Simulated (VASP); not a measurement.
**Zr3PdSe4: relaxation of cell and atoms with PBE**

Zr3PdSe4:

```
CELL_PARAMETERS angstrom
4.00053 -5.65608 0.00000
4.00053 5.65608 0.00000
0.00000 0.00000 4.00022
ATOMIC_POSITIONS crystal
Zr 0.00000 0.50000 0.50000
Zr 0.50000 0.00000 0.50000
Zr 0.50000 0.50000 0.00000
Pd 0.00000 0.00000 0.00000
Se 0.24555 0.75445 0.00000
Se 0.75445 0.24555 0.00000
Se 0.75877 0.75877 0.50000
Se 0.24123 0.24123 0.50000
```

The cell was built by a generator and needn't be a form met in nature.

```
Program                : VASP 6.6.1
Task                   : relaxation of cell and atoms
Functional             : PBE
Potentials or basis    : VASP PAW PBE potentials, release 64 (Zr_sv, Pd, Se)
Cutoff                 : 520 eV
k mesh                 : 2 × 2 × 4
Occupations            : gaussian, width 0.15 eV
Spin                   : no spin polarisation
Further INCAR settings : PREC = Normal; ALGO = Fast; EDIFF = 0.0001; IBRION = 2; EDIFFG = -0.08; NSW = 24; ISIF = 3
```

The relaxed volume is 20.59 Å³/atom, the relaxed cell is a = 6.719 Å, b = 6.719 Å, c = 3.878 Å, α = 90.00°, β = 90.00°, γ = 109.79° and the space group after relaxing (to 0.05 Å) is Cmmm (No. 65). The energy gained by relaxing is 53.7 meV/atom and the ionic steps are 6. The pressure after relaxing is 0.3 GPa. The largest force after relaxing is 0.057 eV/Å and the band gap on the k mesh is none (metal or under the smearing width).

Forces on the atoms (eV/Å):
```
Zr   0.000  0.000  0.000
Zr   0.000  0.000  0.000
Zr   0.000  0.000  0.000
Pd   0.000  0.000  0.000
Se   0.000  0.014  0.000
Se   0.000 -0.014  0.000
Se  -0.057  0.000  0.000
Se   0.057  0.000  0.000
```

Stress tensor (GPa, compression positive):
```
0.11 0.00 0.00
0.00 0.20 0.00
0.00 0.00 0.47
```

The path:
| step | energy change (eV) | largest force (eV/Å) | pressure (GPa) | volume (Å³) |
| --- | --- | --- | --- | --- |
| 1 | 0.0000 | 0.3870 | -7.92 | 181.03 |
| 2 | -0.1096 | 0.1677 | 9.18 | 153.28 |
| 3 | -0.4283 | 0.1243 | -0.12 | 165.31 |
| 4 | -0.4284 | 0.1184 | -0.01 | 165.00 |
| 5 | -0.4281 | 0.1121 | 0.19 | 164.69 |
| 6 | -0.4298 | 0.0570 | 0.26 | 164.73 |

Final structure:
```cif
data_structure
_symmetry_space_group_name_H-M 'P 1'
_symmetry_Int_Tables_number 1
_cell_length_a 6.7190
_cell_length_b 6.7190
_cell_length_c 3.8781
_cell_angle_alpha 90.000
_cell_angle_beta 90.000
_cell_angle_gamma 109.793
_cell_volume 164.73
loop_
_atom_site_label
_atom_site_type_symbol
_atom_site_fract_x
_atom_site_fract_y
_atom_site_fract_z
_atom_site_occupancy
Zr1 Zr 0.00000 0.50000 0.50000 1
Zr2 Zr 0.50000 0.00000 0.50000 1
Zr3 Zr 0.50000 0.50000 0.00000 1
Pd1 Pd 0.00000 0.00000 0.00000 1
Se1 Se 0.24587 0.75413 0.00000 1
Se2 Se 0.75413 0.24587 0.00000 1
Se3 Se 0.75680 0.75680 0.50000 1
Se4 Se 0.24320 0.24320 0.50000 1
```

Levels at points of the mesh, in eV from the Fermi level:
```
           k point  band 31  band 32  band 33  band 34  band 35  band 36  band 37  band 38  band 39  band 40
(0.00, 0.00, 0.00)    -1.99    -1.72    -1.54    -1.36    -0.14    -0.03     0.14     0.29     1.09     1.27
(0.50, 0.00, 0.00)    -1.76    -0.72    -0.48    -0.42    -0.23     0.07     0.09     0.11     0.87     1.21
(0.50, 0.50, 0.00)    -1.74    -1.42    -1.24    -1.20     0.07     0.19     0.52     1.06     1.18     1.26
(0.00, 0.00, 0.50)    -1.49    -1.12    -0.44     0.46     0.48     0.53     0.54     0.89     1.16     1.19
(0.50, 0.00, 0.50)    -1.67    -0.72    -0.66    -0.62    -0.39     0.48     0.78     1.53     1.62     1.69
(0.50, 0.50, 0.50)    -1.70    -1.01    -0.89    -0.75    -0.74     1.05     1.27     1.34     1.62     1.66
```

Wall time 3.3 min on 1 thread of Intel(R) Xeon(R) Platinum 8259CL CPU @ 2.50GHz (Skylake/Cascade Lake), with other jobs on the host, peak memory 0.24 GiB.

Caveat: the k mesh is coarse (spacing up to 0.48 Å⁻¹), so the values aren't converged.
